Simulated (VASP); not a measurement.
```
MoTe2
1.0
    1.77628    -3.07661     0.00000
    1.77628     3.07661     0.00000
    0.00000     0.00000    14.67156
Te Mo
4 2
Cartesian
  1.77628   1.02554  12.81413
  1.77628  -1.02554   5.47835
  1.77628  -1.02554   1.85743
  1.77628   1.02554   9.19321
  1.77628   1.02554   3.66789
  1.77628  -1.02554  11.00367
```

Method: PBE GGA, VASP's PBE PAW potentials (set 64) (plane waves; VASP). Run with 400 eV cut-off, 8×8×2 Γ-centred mesh, tetrahedra with Blöchl corrections, potentials Te Mo_sv.

Problem. The job: MoTe₂ (2H layered), 6 atoms, PBE, static run, 400 eV, 8×8×2 Γ-centred mesh. Roughly how much core time does it take on a busy server core?

Solution. About 30 core-seconds (one run on a shared machine, a rough figure). It had 20 irreducible k-points, 31 bands, up to 2936 plane waves and 17 electronic steps.

The compound is MoTe2 in the 2H layered structure. It was relaxed first, which changed the volume by +7 %.
